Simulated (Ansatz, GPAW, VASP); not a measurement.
One calculation of BiTe, 3 ways

```xyz
2
Lattice="0.0000 3.2350 3.2350 3.2350 0.0000 3.2350 3.2350 3.2350 0.0000" Properties=species:S:1:pos:R:3 pbc="T T T"
Bi    0.0000    0.0000    0.0000
Te    3.2350    3.2350    3.2350
```

Alike in all runs: task single point; functional PBEsol; k mesh 7 × 7 × 7; occupations gaussian, width 0.1 eV; no spin polarisation; no spin-orbit coupling. Pressure is positive in compression and, in plane waves, holds the error of the finite cutoff.

| program and potentials | plane-wave cutoff (eV) | notes | pressure (GPa) |
| --- | --- | --- | --- |
| Ansatz, all-electron LAPW, scalar-relativistic | - | - | ? |
| VASP, PBE PAW files Bi, Te, 500 eV | 500 | potentials made for PBE; 5.5 valence electrons an atom on average | -1.51 |
| GPAW, PAW data sets generated for this functional | 600 | 10.5 valence electrons an atom on average | -1.76 |

Estimate from the other rows what the run with Ansatz, all-electron LAPW, scalar-relativistic gave.

Pressure -1.53 GPa. The other rows, which needn't bracket it: pressure -1.76 to -1.51.
